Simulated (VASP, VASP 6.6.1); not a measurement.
# Lattice constants of tetragonal WSi₂ from PBEsol and PBE, with tests of mesh, cutoff and spin-orbit coupling

## Starting point

The reference is a powder X-ray diffraction measurement on Czochralski-grown WSi₂, reported in "Giant magnetoresistance, Fermi surface topology, Shoenberg effect and vanishing quantum oscillations in type-II Dirac se" (2022, arXiv:2202.05362). It gives a = 3.21395 Å and c = 7.83128 Å for the conventional body-centred tetragonal cell. The temperature is not given with the values; we take them as room-temperature constants, the usual case for powder work of this kind. Diffraction yields the lattice constants directly from line positions, so little interpretation stands between the observation and the quantity we compute. The two constants alone cannot tell how closely the melt-grown material keeps to the ideal composition.

| compared with | measured | method |
| --- | --- | --- |
| lattice constant a of the conventional cell (Å) | 3.21395 | powder X-ray diffraction |
| lattice constant c of the conventional cell (Å) | 7.83128 | powder X-ray diffraction |

Conditions are those given with the value in the passage it was taken from; "not stated" means there, and the paper may say more elsewhere. The values are a selection: others, judged unlike or outlying, were left out beforehand.

## Choices

We want both lattice constants of WSi₂ from a full relaxation of the I4/mmm cell, each within 0.5 % of experiment. That limit is tight enough to expose the error of roughly one per cent that a less suitable functional can make. It also stays above the effect of the missing zero-point motion and thermal expansion, which for a stiff, refractory silicide we put at very roughly 0.2 % in length. The static cell should therefore come out slightly smaller than the measured one.

PBEsol is our choice, since it was built for the equilibrium volumes of densely packed solids and usually does well for 5d metals and their compounds. LDA would save little time and tends to give cells that are too small; PBE costs the same and tends to err the other way. Hybrid functionals are a poor bargain for a metal.

The numerical risk lies in the Brillouin-zone sampling: WSi₂ has a Fermi surface, and we use narrow Gaussian smearing. We therefore start from a fairly dense mesh. After the main relaxation we test a denser mesh and a higher cutoff, then look at spin-orbit coupling, which is strong in tungsten, and at PBE for scale. The starting cell is a published refinement that agrees closely with the reference, stretched by 3 % in volume so that the relaxation has to find its own way back.

System: Si2W; I4/mmm (No. 139), 3 atoms in the cell; conventional a = 3.214, c = 7.830 A, from a published structure refinement (COD).

## 1. PBEsol relaxation of the full cell

We begin with PBEsol at a 450 eV cutoff and a 14×14×14 mesh, relaxed twice so that the plane-wave basis is rebuilt for the new cell. We expect both constants to fall a little below experiment.

**Run 1.** VASP 6.6.1: PBEsol; 450 eV, 14x14x14 k mesh; cell and atoms relaxed, relaxed twice, LASPH on.

Key lines of the input:
```
ALGO = Normal
EDIFF = 1E-06
EDIFFG = -0.006
ENCUT = 450
GGA = PS
IBRION = 2
ISIF = 3
ISMEAR = 0
LASPH = .TRUE.
NBANDS = 13
NELM = 100
NSW = 50
PREC = Accurate
SIGMA = 0.05
KPOINTS: Gamma, 14 14 14
PAW data sets: W Si (PBE 64)
```

Command:
```
mpirun -np 8 vasp_std
```

Selected lines of the output:
```
[second pass]
   1 F= -.26724690E+02 E0= -.26724542E+02  d E =-.267247E+02
 reached required accuracy - stopping structural energy minimisation
```

Converged; 53 s on 8 cores of Intel Xeon 6975P-C (Granite Rapids), shared host (all steps together).

| quantity | run 1 | measured | deviation |
| --- | --- | --- | --- |
| lattice constant a of the conventional cell (Å) | 3.2019 | 3.21395 | −0.0120 (−0.4 %) |
| lattice constant c of the conventional cell (Å) | 7.8125 | 7.83128 | −0.0188 (−0.2 %) |
| volume of the conventional cell (Å³) | 80.10 |  |  |
| space group at the end | I4/mmm |  |  |
| pressure left at the end (GPa) | −0.0016 |  |  |

Both constants lie within the target and below experiment, the side on which a static cell should fall. The short axis is the more critical one: it is 0.4 % too small, against 0.2 % for the long axis. Our rough allowance for thermal and zero-point expansion would account for about half of the deficit in a and most of that in c.

The second pass stopped after its first step, so the geometry was already settled within the force threshold. This says nothing about the mesh or the cutoff, and a shift of a few thousandths of an ångström in a would be enough to change the verdict.

## 2. Denser mesh and higher cutoff

We therefore tighten the two settings separately, each against the first relaxation: a 20×20×20 mesh at the same cutoff, and 600 eV at the same mesh. The mesh is the greater concern in a metal with narrow smearing. We expect both shifts to be well below the 0.4 % deviation in a.

**Run 2.** VASP 6.6.1: PBEsol; 450 eV, 20x20x20 k mesh; cell and atoms relaxed, relaxed twice, LASPH on.

Key lines of the input, as changed from run 1:
```diff
- KPOINTS: Gamma, 14 14 14
+ KPOINTS: Gamma, 20 20 20
```

Converged; 2.1 min of wall time (all steps together).

**Run 3.** VASP 6.6.1: PBEsol; 600 eV, 14x14x14 k mesh; cell and atoms relaxed, relaxed twice, LASPH on.

Key lines of the input, as changed from run 1:
```diff
- ENCUT = 450
+ ENCUT = 600
```

Selected lines of the output:
```
   8 F= -.26724855E+02 E0= -.26724707E+02  d E =0.630025E-05
   9 F= -.26724885E+02 E0= -.26724738E+02  d E =-.237931E-04
  10 F= -.26724885E+02 E0= -.26724739E+02  d E =-.238944E-04
  11 F= -.26724890E+02 E0= -.26724742E+02  d E =-.487909E-05
[second pass]
   1 F= -.26724785E+02 E0= -.26724638E+02  d E =-.267248E+02
 reached required accuracy - stopping structural energy minimisation
  external PRESSURE =      -0.0883173 kB  Pullay stress =       0.0000000 kB
  volume of cell :       40.05
      direct lattice vectors                 reciprocal lattice vectors
    -1.601007291  1.601007291  3.906337621     0.000000000  0.312303387  0.127997129
     1.601007291 -1.601007291  3.906337621     0.312303387  0.000000000  0.127997129
     1.601007291  1.601007291 -3.906337621     0.312303387  0.312303387  0.000000000
```

Converged; 2.2 min of wall time (all steps together).

| quantity | run 2 | run 3 | measured |
| --- | --- | --- | --- |
| lattice constant a of the conventional cell (Å) | 3.2017 | 3.2020 | 3.21395 |
| lattice constant c of the conventional cell (Å) | 7.8127 | 7.8127 | 7.83128 |
| volume of the conventional cell (Å³) | 80.09 | 80.10 |  |
| space group at the end | I4/mmm | I4/mmm |  |
| pressure left at the end (GPa) | −0.0013 | −0.0088 |  |

Neither setting matters at this level. The denser mesh changes a by −0.0002 Å and the higher cutoff by +0.0001 Å; c rises by 0.0002 Å in both cases. Differences this small may come from the stopping threshold of the relaxations, so we assign them to neither mesh nor cutoff. They are far below the 0.0120 Å by which a falls short of experiment, and the PBEsol result stays within the target for both constants.

## 3. Spin-orbit coupling and PBE for scale

Tungsten is heavy enough that spin-orbit coupling deserves a direct test. We relax the cell with and without it on the same 12×12×12 mesh, so that the change of mesh does not enter the comparison. We expect a shift of the lattice constants well below 0.1 %, because the coupling mostly rearranges bands without much effect on the bonding.

Alongside, we relax the cell with PBE at the settings of the first PBEsol run. It should give a larger cell, probably above experiment, and so show how much of the remaining deviation lies within the choice of functional.

**Run 4.** VASP 6.6.1: PBEsol; 450 eV, 12x12x12 k mesh; cell and atoms relaxed, relaxed twice, LASPH on.

Key lines of the input, as changed from run 1:
```diff
- KPOINTS: Gamma, 14 14 14
+ KPOINTS: Gamma, 12 12 12
```

Converged; 48 s of wall time (all steps together).

**Run 5.** VASP 6.6.1: PBEsol with spin-orbit coupling; 450 eV, 12x12x12 k mesh; cell and atoms relaxed, relaxed twice, LASPH on.

Key lines of the input, as changed from run 4:
```diff
+ GGA_COMPAT = .FALSE.
- NBANDS = 13
+ LMAXMIX = 4
+ LNONCOLLINEAR = .TRUE.
+ LSORBIT = .TRUE.
+ MAGMOM = 0 0 0 0 0 0 0 0 0
+ NBANDS = 26
```

Command:
```
mpirun -np 8 vasp_ncl
```

Converged; 4.3 min of wall time (all steps together).

**Run 6.** VASP 6.6.1: PBE; 450 eV, 14x14x14 k mesh; cell and atoms relaxed, relaxed twice, LASPH on.

Key lines of the input, as changed from run 1:
```diff
- GGA = PS
+ GGA = PE
```

Converged; 47 s of wall time (all steps together).

| quantity | run 4 | run 5 | run 6 | measured |
| --- | --- | --- | --- | --- |
| lattice constant a of the conventional cell (Å) | 3.2010 | 3.2009 | 3.2262 | 3.21395 |
| lattice constant c of the conventional cell (Å) | 7.8147 | 7.8130 | 7.8599 | 7.83128 |
| volume of the conventional cell (Å³) | 80.07 | 80.05 | 81.81 |  |
| space group at the end | I4/mmm | I4/mmm | I4/mmm |  |
| pressure left at the end (GPa) | 0.0070 | 0.0157 | −0.0236 |  |

Switching on spin-orbit coupling shortens a by no more than 0.0002 Å and c by 0.0017 Å, about 0.02 % of the long axis. The number of bands doubles only because each band now holds one electron instead of two. Two further settings, GGA_COMPAT and LMAXMIX, changed in the same step, so this small shift is not strictly that of the coupling alone. In any case it does not close the gap to experiment, and both constants stay within the target.

PBE gives the larger cell we expected, with a about 0.012 Å and c about 0.029 Å above the measured values. Both deviations are just under 0.4 %, so PBE meets the target too. In a the two functionals miss by almost the same amount on opposite sides; in c PBEsol is closer. Thermal and zero-point expansion would enlarge both computed cells, which brings PBEsol nearer to experiment and takes PBE further away.

## Table of results

| run | settings | lattice constant a of the conventional cell (Å) | deviation | lattice constant c of the conventional cell (Å) | deviation | cost |
| --- | --- | --- | --- | --- | --- | --- |
| 1 | PBEsol, 450 eV, 14x14x14 k mesh | 3.2019 | −0.0120 (−0.4 %) | 7.8125 | −0.0188 (−0.2 %) | 7.1 core-min |
| 2 | PBEsol, 450 eV, 20x20x20 k mesh | 3.2017 | −0.0122 (−0.4 %) | 7.8127 | −0.0186 (−0.2 %) | 17 core-min |
| 3 | PBEsol, 600 eV, 14x14x14 k mesh | 3.2020 | −0.0119 (−0.4 %) | 7.8127 | −0.0186 (−0.2 %) | 17 core-min |
| 4 | PBEsol, 450 eV, 12x12x12 k mesh | 3.2010 | −0.0129 (−0.4 %) | 7.8147 | −0.0166 (−0.2 %) | 6.4 core-min |
| 5 | PBEsol with spin-orbit coupling, 450 eV, 12x12x12 k mesh | 3.2009 | −0.0131 (−0.4 %) | 7.8130 | −0.0183 (−0.2 %) | 35 core-min |
| 6 | PBE, 450 eV, 14x14x14 k mesh | 3.2262 | +0.0122 (+0.4 %) | 7.8599 | +0.0286 (+0.4 %) | 6.3 core-min |
|  | measured | 3.21395 |  | 7.83128 |  |  |

## Judgement

PBEsol meets the target for both lattice constants of WSi₂. At 450 eV and a 14×14×14 mesh, a comes out 0.4 % and c 0.2 % below the measured values, for about 7 core-minutes.

The denser mesh and the higher cutoff each moved the constants by no more than 0.0002 Å, so the result does not hang on either setting, despite the narrow smearing used for a metal. The spin-orbit comparison, made on a somewhat coarser mesh, showed little change: c shortened by 0.0017 Å and a hardly moved. It was still worth making for a compound of tungsten.

PBE also meets the target as computed, with both constants 0.4 % too large. The missing thermal and zero-point expansion separates the two functionals. With our rough allowance of 0.2 % in length, PBEsol would be left about 0.2 % short in a and close to experiment in c, whereas PBE would move to about 0.6 % too large in both, outside the target. Part of PBE's agreement is therefore a cancellation between too large a static cell and the absence of expansion. For PBEsol, the sign of the deviation is the one a static cell should show.

What remains in a is probably a slight overbinding by PBEsol, though this is conjecture. A small departure of the melt-grown material from ideal composition could also contribute. The results shown here cannot separate the two, nor do they explain why a falls further short than c.

[Logs are printed without paths, hosts, clocks, repeated set-up lines and the standing remarks that a program may print on its own settings, such as how far it seeks lower states.]

[The runs shown are a pick from a larger set of finished runs; failed, doubtful and other runs were left out of it ahead of writing. So were measured values far from every level or from commonly accepted values, and agreement can look better than it is. Lines of input and output are excerpts and may be shortened.]
